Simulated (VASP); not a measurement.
# AlGeIO2 with optPBE-vdW: from relaxation to properties

Aim: relax AlGeIO2, then compute properties on the relaxed cell. The steps: rough relaxation of the start cell, relaxing cell and atoms (optPBE-vdW), single point with fields (optPBE-vdW) and band structure (optPBE-vdW). The cell is invented: it takes the structure of a Materials Project entry for SbPbIO2 (space group 107 there), with some of its atoms replaced by other elements, volume scaled by an estimate. It may not be a known or stable phase.

Method: optPBE-vdW; plane waves and PAW (I, Ge_d, Al, O); invented cell, in VASP 6.6.1.

### Step 1. The starting structure

Before any relaxation, the start is as follows. The structure is tetragonal, space group I4mm (No. 107). Conventional cell: a = 3.681 Å, b = 3.681 Å, c = 12.718 Å, α = 90.00°, β = 90.00°, γ = 90.00°. Nearest to I lie 4 Ge at 3.24 Å and 4 Al at 3.40 Å. Nearest to Ge lie 4 O at 2.29 Å and 4 I at 3.24 Å. Al has 4 O at 2.04 Å and 4 I at 3.40 Å and 4 Ge at 3.43 Å nearest. O has 2 Al at 2.04 Å and 2 Ge at 2.29 Å nearest. It derives from SbPbIO2. it takes the structure of a Materials Project entry for SbPbIO2 (space group 107 there), with some of its atoms replaced by other elements, volume scaled by an estimate. Farther neighbours and most contacts between anions are not listed.

Coordinates:

```xyz
5
Lattice="-1.8404 1.8404 6.3588 1.8404 -1.8404 6.3588 1.8404 1.8404 -6.3588" Properties=species:S:1:pos:R:3 pbc="T T T"
I     0.0000    0.0000   12.6494
Ge    0.0000    0.0000    8.2255
Al    0.0000    0.0000    4.1046
O     0.0000    1.8404    3.2342
O     1.8404    0.0000    3.2342
```

### Step 2. Rough relaxation of the start cell

The start is only an estimate, so a cheap relaxation brings it near a minimum before any careful run. optPBE-vdW pairs nonlocal correlation with a PBE-like exchange and tends to long distances. LUSE_VDW switches on a nonlocal correlation term for dispersion.

Contents of INCAR:

```
SYSTEM = AlGeIO2
PREC = Normal
ENCUT = 520
EDIFF = 1E-05
NELM = 60
ISMEAR = 0
SIGMA = 0.05
LREAL = .FALSE.
ALGO = Fast
GGA = OR
AGGAC = 0
LUSE_VDW = .TRUE.
LASPH = .TRUE.
NBANDS = 24
LORBIT = 11
LWAVE = .FALSE.
LCHARG = .FALSE.
KPAR = 2
IBRION = 2
NSW = 40
ISIF = 3
EDIFFG = -0.04
```

Contents of POSCAR:

```
AlGeIO2
1.0
   -1.8404480000      1.8404480000      6.3587730000
    1.8404480000     -1.8404480000      6.3587730000
    1.8404480000      1.8404480000     -6.3587730000
I Ge Al O
1 1 1 2
Direct
    0.9946390000      0.9946390000      0.0000000000
    0.6467840000      0.6467840000      0.0000000000
    0.3227540000      0.3227540000      0.0000000000
    0.7543120000      0.2543120000      0.5000000000
    0.2543120000      0.7543120000      0.5000000000
```

Contents of KPOINTS:

```
Automatic mesh
0
Gamma
6 6 6
0 0 0
```

The projector-augmented-wave data sets are I, Ge_d, Al and O (PBE family, release 64).

Run with:

```console
> mpirun -np 2 vasp_std
```

The program printed:

```text
[banner, memory and clock lines left out]
running    2 mpi-ranks, on    1 nodes
 distrk:  each k-point on    1 cores,    2 groups
 distr:  one band on    1 cores,    1 groups

 POSCAR found type information on POSCAR I GeAlO
 POSCAR found :  4 types and       5 ions
|                                                                             |
|               ----> ADVICE to this user running VASP <----                  |
|                                                                             |
|     You have switched on vdW-DFT.                                           |
|     This routine was written and supplied by Jiri Klimes. We recommend      |
|     that you carefully read and cite the following publications:            |
|       J. Klimes, D.R. Bowler, A. Michelides                                 |
|          J. Phys.: Cond Matt. 22 022201 (2010)                              |
|       J. Klimes, D.R. Bowler, A. Michelides                                 |
|          Phys. Rev. B. 83, 195131 (2011)                                    |
|     and references therein.                                                 |
|                                                                             |

|                                                                             |
|               ----> ADVICE to this user running VASP <----                  |
|                                                                             |
|     You enforced a specific xc type in the INCAR file but a different       |
|     [... a line on the potential file left out ...]
|     I HOPE YOU KNOW WHAT YOU ARE DOING!                                     |
|                                                                             |

 LDA part: xc-table for (Slater+PW92), standard interpolation
 POSCAR, INCAR and KPOINTS ok, starting setup
 FFT: planning ... GRIDC
 FFT: planning ... GRID_SOFT
 FFT: planning ... GRID
 WAVECAR not read
 entering main loop
       N       E                     dE             d eps       ncg     rms          rms(c)
DAV:   1     0.309317865858E+03    0.30932E+03   -0.16990E+04  1768   0.256E+03
DAV:   2     0.225873409975E+02   -0.28673E+03   -0.27497E+03  1712   0.706E+02
DAV:   3    -0.184868721340E+02   -0.41074E+02   -0.40575E+02  1776   0.148E+02
DAV:   4    -0.201805619921E+02   -0.16937E+01   -0.16925E+01  1704   0.348E+01
DAV:   5    -0.202273985211E+02   -0.46837E-01   -0.46832E-01  1888   0.589E+00    0.125E+01
RMM:   6    -0.156172203469E+02    0.46102E+01   -0.16177E+01  1709   0.194E+01    0.544E+00
RMM:   7    -0.154433303936E+02    0.17389E+00   -0.11003E+00  1722   0.600E+00    0.282E+00
RMM:   8    -0.153854592584E+02    0.57871E-01   -0.42473E-01  1686   0.413E+00    0.408E-01
RMM:   9    -0.153900662871E+02   -0.46070E-02   -0.72032E-02  1930   0.137E+00    0.219E-01
RMM:  10    -0.153910205435E+02   -0.95426E-03   -0.91210E-03  1832   0.582E-01    0.890E-02
RMM:  11    -0.153914129387E+02   -0.39240E-03   -0.24675E-03  1788   0.279E-01    0.188E-02
RMM:  12    -0.153914590051E+02   -0.46066E-04   -0.50679E-04  1836   0.136E-01    0.150E-02
RMM:  13    -0.153914732308E+02   -0.14226E-04   -0.14066E-04  1405   0.546E-02    0.668E-03
RMM:  14    -0.153914747056E+02   -0.14748E-05   -0.17166E-05  1018   0.252E-02
   1 F= -.15391475E+02 E0= -.15391475E+02  d E =-.153915E+02
 curvature:   0.00 expect dE= 0.000E+00 dE for cont linesearch  0.000E+00
 trial: gam= 0.00000 g(F)=  0.137E+01 g(S)=  0.398E+00 ort = 0.000E+00 (trialstep = 0.100E+01)
 search vector abs. value=  0.177E+01
 bond charge predicted
       N       E                     dE             d eps       ncg     rms          rms(c)
DAV:   1    -0.186282001698E+02   -0.32367E+01   -0.16083E+02  2136   0.105E+02    0.114E+01
RMM:   2    -0.165866816493E+02    0.20415E+01   -0.70697E+00  1686   0.189E+01    0.443E+00
RMM:   3    -0.163086278788E+02    0.27805E+00   -0.10981E+00  1737   0.813E+00    0.227E+00
RMM:   4    -0.162175167295E+02    0.91111E-01   -0.32912E-01  1737   0.450E+00    0.853E-01
RMM:   5    -0.162193574871E+02   -0.18408E-02   -0.72793E-02  1806   0.252E+00    0.489E-01
RMM:   6    -0.162202673555E+02   -0.90987E-03   -0.19017E-02  1948   0.112E+00    0.225E-01
RMM:   7    -0.162203754618E+02   -0.10811E-03   -0.34169E-03  1787   0.478E-01    0.779E-02
RMM:   8    -0.162204125937E+02   -0.37132E-04   -0.89714E-04  1854   0.245E-01    0.177E-02
RMM:   9    -0.162204270724E+02   -0.14479E-04   -0.20600E-04  1728   0.103E-01    0.166E-02
RMM:  10    -0.162204301365E+02   -0.30641E-05   -0.38648E-05  1119   0.445E-02
   2 F= -.16220430E+02 E0= -.16220430E+02  d E =-.828955E+00
[... from here on, the cycles between the ionic steps are left out ...]
   3 F= -.16225219E+02 E0= -.16225219E+02  d E =-.833744E+00
   4 F= -.16382078E+02 E0= -.16382078E+02  d E =-.156860E+00
   5 F= -.16392167E+02 E0= -.16392167E+02  d E =-.166949E+00
   6 F= -.16429066E+02 E0= -.16429066E+02  d E =-.368988E-01
   7 F= -.16431947E+02 E0= -.16431947E+02  d E =-.397800E-01
   8 F= -.16443623E+02 E0= -.16443623E+02  d E =-.116758E-01
   9 F= -.16445594E+02 E0= -.16445594E+02  d E =-.136471E-01
  10 F= -.16455070E+02 E0= -.16455070E+02  d E =-.947587E-02
  11 F= -.16459295E+02 E0= -.16459295E+02  d E =-.137005E-01
  12 F= -.16468503E+02 E0= -.16468503E+02  d E =-.920810E-02
  13 F= -.16484185E+02 E0= -.16484185E+02  d E =-.248902E-01
  14 F= -.16485224E+02 E0= -.16485224E+02  d E =-.259286E-01
  15 F= -.16491121E+02 E0= -.16491121E+02  d E =-.589741E-02
  16 F= -.16497691E+02 E0= -.16497691E+02  d E =-.124671E-01
  17 F= -.16492597E+02 E0= -.16492597E+02  d E =-.737342E-02
  18 F= -.16498926E+02 E0= -.16498926E+02  d E =-.137026E-01
[...]
WARNING in EDDRMM: call to ZHEGV failed, returncode =   6  3     17
  19 F= -.16503640E+02 E0= -.16503640E+02  d E =-.471431E-02
  20 F= -.16509176E+02 E0= -.16509176E+02  d E =-.102501E-01
  21 F= -.16509196E+02 E0= -.16509196E+02  d E =-.102698E-01
 curvature:  -1.05 expect dE=-0.635E-03 dE for cont linesearch -0.825E-06
 trial: gam= 0.07528 g(F)=  0.330E-03 g(S)=  0.276E-03 ort =-0.883E-04 (trialstep = 0.858E+00)
 search vector abs. value=  0.649E-03
 bond charge predicted
       N       E                     dE             d eps       ncg     rms          rms(c)
DAV:   1    -0.165102584686E+02   -0.10602E-02   -0.62142E-02  2000   0.200E+00    0.187E-01
RMM:   2    -0.165096800488E+02    0.57842E-03   -0.15843E-03  1667   0.347E-01    0.840E-02
RMM:   3    -0.165095284959E+02    0.15155E-03   -0.46929E-04  1729   0.192E-01    0.294E-02
RMM:   4    -0.165095200231E+02    0.84728E-05   -0.14046E-04  1653   0.966E-02    0.154E-02
RMM:   5    -0.165095187632E+02    0.12599E-05   -0.26175E-05  1079   0.454E-02
  22 F= -.16509519E+02 E0= -.16509519E+02  d E =-.322786E-03
 trial-energy change:   -0.000323  1 .order   -0.000329   -0.000514   -0.000143
 step:   1.1889(harm=  1.1889)  dis= 0.00430  next Energy=   -16.509552 (dE=-0.356E-03)
 reached required accuracy - stopping structural energy minimisation
```

The job ended after 21 min (2 MPI ranks of Intel Xeon 6975P-C (Granite Rapids), shared host; peak memory 1.2 GiB).

Lines that name or quote the potential files are left out of all logs, and their timing lines are given in words.

OUTCAR, selected parts (step 2):

```text
ion  position               nearest neighbor table
   1  0.995  0.995  0.000-   2 3.24   2 3.24   2 3.24   2 3.24   3 3.40   3 3.40   3 3.40   3 3.40

  LATTYP: Found a body centered tetragonal cell.
 ALAT       =     3.6808960000
 C/A-ratio  =     3.4550136706

 Subroutine GETGRP returns: Found  8 space group operations
 (whereof  8 operations were pure point group operations)

The static configuration has the point symmetry C_4v.

 Found     30 irreducible k-points:

   k-points           NKPTS =     30   k-points in BZ     NKDIM =     30   number of bands    NBANDS=     24

   dimension x,y,z NGX =    40 NGY =   40 NGZ =   40
   dimension x,y,z NGXF=    80 NGYF=   80 NGZF=   80

   ENCUT  =  520.0 eV  38.22 Ry    6.18 a.u.  12.78 12.78 12.78*2*pi/ulx,y,z

   NELECT =      36.0000    total number of electrons

 k-points in reciprocal lattice and weights: Automatic mesh
   0.00000000  0.00000000  0.00000000       0.005
   0.16666667  0.00000000 -0.00000000       0.037
   0.33333333  0.00000000 -0.00000000       0.037
   0.50000000  0.00000000  0.00000000       0.019
   0.16666667  0.16666667 -0.00000000       0.037
   0.33333333  0.16666667 -0.00000000       0.074
   0.50000000  0.16666667  0.00000000       0.074
  -0.33333333  0.16666667  0.00000000       0.074
  -0.16666667  0.16666667  0.00000000       0.019
[...]
-0.33333333 -0.33333333  0.33333333       0.009
   0.50000000  0.50000000  0.50000000       0.005

 average (electrostatic) potential at core
       1 -90.2728       2 -74.2222       3 -76.5047       4 -70.7301       5 -70.7301

 E-fermi :   5.3267

 k-point     1 :       0.0000    0.0000    0.0000
  band No.  band energies     occupation
    ...
     14       2.1183      2.00000
     15       2.1183      2.00000
     16       3.1397      2.00000
     17       4.2685      2.00000
     18       4.2685      2.00000
     19       6.5565      0.00000
     20       7.8314      0.00000
     21       9.5448      0.00000
     22       9.5448      0.00000
     23      11.0931      0.00000
    ...

 k-point     2 :       0.1667    0.0000   -0.0000
  band No.  band energies     occupation
    ...
     14       1.8367      2.00000
     15       2.2495      2.00000
     16       3.1628      2.00000
     17       4.2787      2.00000
     18       4.4310      2.00000
     19       6.8793      0.00000
     20       8.5640      0.00000
     21       9.2280      0.00000
     22       9.4734      0.00000
     23      10.5963      0.00000
    ...

 k-point     3 :       0.3333    0.0000   -0.0000
  band No.  band energies     occupation
    ...
     14       1.1868      2.00000
     15       1.7422      2.00000
     16       3.0650      2.00000
     17       4.3545      2.00000
     18       4.8133      2.00000
     19       7.4650      0.00000
     20       9.2386      0.00000
     21       9.2726      0.00000
     22       9.5125      0.00000
     23      10.1597      0.00000
    ...

Total vdW correction in eV:      7.0403674

  Total       -0.0283667     -0.0283667     -0.0756845      0.0000000      0.0000000      0.0000000
  in kB       -0.5101512     -0.5101512     -1.3611226      0.0000000      0.0000000      0.0000000
  external PRESSURE =      -0.7938083 kB  Pullay stress =       0.0000000 kB

  energy-cutoff  :      520.00
  volume of cell :       89.09
      direct lattice vectors                 reciprocal lattice vectors
    -1.867352529  1.867352529  6.387157832     0.000000000  0.267758761  0.078282080
     1.867352529 -1.867352529  6.387157832     0.267758761  0.000000000  0.078282080
     1.867352529  1.867352529 -6.387157832     0.267758761  0.267758761  0.000000000

 POSITION                                       TOTAL-FORCE (eV/Angst)
 -----------------------------------------------------------------------------------
      0.00000      0.00000      0.18303        -0.000000     -0.000000      0.022722
      0.00000      0.00000      8.40461        -0.000000     -0.000000      0.036532
      0.00000      0.00000      3.53924         0.000000      0.000000     -0.026692
      0.00000      1.86735      3.34358        -0.000000      0.000000     -0.016282
      1.86735      0.00000      3.34358         0.000000     -0.000000     -0.016282
 -----------------------------------------------------------------------------------
    total drift:                               -0.000005     -0.000005     -0.012709

  FREE ENERGIE OF THE ION-ELECTRON SYSTEM (eV)
  ---------------------------------------------------
  free  energy   TOTEN  =       -16.5095187632 eV

  energy  without entropy=      -16.5095187632  energy(sigma->0) =      -16.50951876

Total vdW correction in eV:      7.0403402

 reached required accuracy - stopping structural energy minimisation

 total charge
# of ion       s       p       d       tot
------------------------------------------
    1        1.523   2.794   0.019   4.336
    2        1.407   0.593  10.053  12.053
    3        0.298   0.332   0.000   0.630
    4        1.557   3.507   0.000   5.064
    5        1.557   3.507   0.000   5.064
--------------------------------------------------
tot          6.343  10.733  10.072  27.148

[... 3 further parts left out ...]
```

The gap is read on the k-mesh alone, so it is an upper bound where the band edges lie off the mesh. This relaxation is a rough one on cheap settings, only to bring the start near its minimum. The PAW data sets were made with PBE, which is usual practice but a small mismatch for other functionals. The run keeps the 8 symmetry operations of its start, so it cannot find a distortion of lower symmetry.

Step by step:

| step | energy less that of the first step (eV) | largest force (eV/Å) | pressure (GPa) | volume (Å³) |
| --- | --- | --- | --- | --- |
| 1 | 0.0000 | 4.0259 | -6.21 | 86.15 |
| 2 | -0.8290 | 0.6426 | 6.31 | 78.06 |
| 3 | -0.8337 | 0.8767 | 5.34 | 78.59 |
| 4 | -0.9906 | 0.5636 | 0.45 | 83.45 |
| 5 | -1.0007 | 0.4696 | -0.92 | 85.10 |
| 6 | -1.0376 | 0.3150 | 0.36 | 85.28 |
| 7 | -1.0405 | 0.3486 | 0.78 | 85.34 |
| 8 | -1.0521 | 0.3005 | -0.05 | 86.56 |
| 9 | -1.0541 | 0.2756 | -0.74 | 87.43 |
| 10 | -1.0636 | 0.1957 | -0.21 | 87.26 |
| 11 | -1.0678 | 0.1323 | 0.46 | 87.07 |
| 12 | -1.0770 | 0.1802 | 0.26 | 87.41 |
| 13 | -1.0927 | 0.3251 | -0.49 | 88.45 |
| 14 | -1.0937 | 0.3792 | -0.81 | 88.83 |
| 15 | -1.0996 | 0.3445 | -0.60 | 88.73 |
| 16 | -1.1062 | 0.2878 | -0.08 | 88.56 |
| 17 | -1.1011 | 0.3367 | 1.00 | 88.21 |
| 18 | -1.1075 | 0.2577 | 0.17 | 88.47 |
| 19 | -1.1122 | 0.1964 | 0.21 | 88.59 |
| 20 | -1.1177 | 0.0645 | 0.15 | 88.96 |
| 21 | -1.1177 | 0.0695 | 0.10 | 88.95 |
| 22 | -1.1180 | 0.0365 | -0.08 | 89.09 |

| conventional cell, symmetrised | before | after | change |
| --- | --- | --- | --- |
| a (Å) | 3.681 | 3.735 | +1.5 % |
| b (Å) | 3.681 | 3.735 | +1.5 % |
| c (Å) | 12.718 | 12.774 | +0.4 % |
| volume (Å³/atom) | 17.23 | 17.82 | +3.4 % |

The atoms that moved most (Å, as changes of fractional coordinates times the final cell):

| atom | dx | dy | dz | length |
| --- | --- | --- | --- | --- |
| Al3 | 0.000 | 0.000 | -0.584 | 0.584 |
| I1 | 0.000 | 0.000 | 0.252 | 0.252 |
| Ge2 | 0.000 | 0.000 | 0.142 | 0.142 |
| O4 | 0.000 | 0.000 | 0.095 | 0.095 |
| O5 | 0.000 | 0.000 | 0.095 | 0.095 |

The relaxed structure:

```xyz
5
Lattice="-1.8674 1.8674 6.3872 1.8674 -1.8674 6.3872 1.8674 1.8674 -6.3872" Properties=species:S:1:pos:R:3 pbc="T T T"
I     0.0000    0.0000   12.9573
Ge    0.0000    0.0000    8.4046
Al    0.0000    0.0000    3.5392
O     0.0000    1.8674    3.3436
O     1.8674    0.0000    3.3436
```

Numbers from this step:

* electrons: 36
* bands: 24
* irreducible k-points: 30
* symmetry operations: 8
* free energy (TOTEN): -16.51 eV
* Fermi energy: 5.327 eV
* pressure: -0.07938 GPa
* metallic: no
* valence top at k: 0.5, 0, 0
* conduction bottom at k: 0, 0, 0
* least direct gap at k: -0.1667, 0.1667, 0
* SCF cycles over all ionic steps: 149
* gap on the k-mesh: 1.512 eV
* least direct gap on the k-mesh: 2.263 eV

It ends with a largest force of 0.037 eV/Å and a pressure of -0.08 GPa.

[end of part 1 of 3]

[Lines on the potential files, build, host, timing and source positions are cut from VASP's logs without a mark.]

[Logs are printed without paths, hosts, clocks, repeated set-up lines and the standing remarks that a program may print on its own settings, such as how far it seeks lower states.]

[Hosts, paths, dates, database ids (printed as entryN), source tags and the programs' standing remarks are cut or masked in the printed files.]

[A measured line is paired with the nearest computed mode of its activity, which favours agreement.]
